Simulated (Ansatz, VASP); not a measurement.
**One calculation of CsTaS2, two programs**

INCAR

```
PREC = Accurate
ENCUT = 520
EDIFF = 1E-6
ISMEAR = 0
SIGMA = 0.01
LREAL = F
LASPH = T
NELM = 100
ALGO = Normal
ISIF = 2
LWAVE = F
LCHARG = T
GGA = PE
LELF = T
LVHAR = T
NBANDS = 24
```

Contents of KPOINTS:

```
regular mesh
0
Gamma
  12 12 4
```

The input POSCAR:

```
CsTaS2
1.0
    3.5423835622      0.0000000000      0.0000000000
   -1.7711917811      3.0677941548      0.0000000000
    0.0000000000      0.0000000000      8.2684810333
Cs Ta S
1 1 2
Direct
    0.3333333333      0.6666666667      0.5000000000
    0.6666666667      0.3333333333      0.0000000000
    0.0000000000      0.0000000000      0.1817698639
    0.0000000000      0.0000000000      0.8182301361
```

Input for Ansatz:

```yaml
crystal:
  lattice:
    - [3.5423835622, 0.0, 0.0]
    - [-1.7711917811, 3.0677941548, 0.0]
    - [0.0, 0.0, 8.2684810333]
  atoms:
    - { symbol: Cs, position: [0.3333333333, 0.6666666667, 0.5] }
    - { symbol: Ta, position: [0.6666666667, 0.3333333333, 0.0] }
    - { symbol: S, position: [0.0, 0.0, 0.1817698639] }
    - { symbol: S, position: [0.0, 0.0, 0.8182301361] }
basis:
  ecutwfc: 420
kpoints:
  mp_grid: { grid: [12, 12, 4] }
  band_path:
    path:
      - [[0.0, 0.0, 0.0], [0.5, 0.0, 0.0], [0.33333333, 0.33333333, 0.0], [0.0, 0.0, 0.0], [0.0, 0.0, 0.5], [0.5, 0.0, 0.5], [0.33333333, 0.33333333, 0.5], [0.0, 0.0, 0.5]]
      - [[0.5, 0.0, 0.5], [0.5, 0.0, 0.0]]
      - [[0.33333333, 0.33333333, 0.5], [0.33333333, 0.33333333, 0.0]]
    npoints: 14
hamiltonian:
  xc: pbe
scf:
  occupations: { method: gaussian, width: 0.01 }
  n_extra_bands: 10
output:
  forces: true
  stress: true
  eigenvalues: true
  populations: true
  dos: { projected: true, de: 0.02, nscf_kmesh: { grid: [15, 15, 5] } }
  bader: true
  write_density: true
  write_potential: true
  elf: true
  volumetric_format: npy
```

The cell was built by a generator and needn't be a form met in nature.

Alike in both runs: task single point; functional PBE; k mesh 12 × 12 × 4; occupations gaussian, width 0.01 eV; no spin polarisation.

```csv
,VASP,Ansatz
version,VASP 6.6.1,Ansatz 0.2.0
potentials or method,"VASP PAW PBE potentials, release 64 (Cs_sv, Ta_pv, S)","scalar-relativistic, plane waves, PAW"
plane-wave cutoff (eV),520,420
valence electrons in the cell,32,34
```

|  | VASP | Ansatz | Ansatz less VASP |
| --- | --- | --- | --- |
| gap on the k mesh at the Fermi level (eV) | 0.12 | 0.15 | +0.037 |
| least direct gap on the mesh (eV) | 0.62 | 0.66 | +0.039 |
| pressure (GPa) | 0.2 | 0.0 | -0.17 |
| rms of the force components (eV/Å) | 0.009 | 0.003 | -0.0059 |

Atom by atom the forces differ by 0.006 eV/Å (rms over components). The two sets of potentials don't hold the same shells in valence.

Caveats: spin-orbit coupling is left out, which moves the levels of the heavy elements.
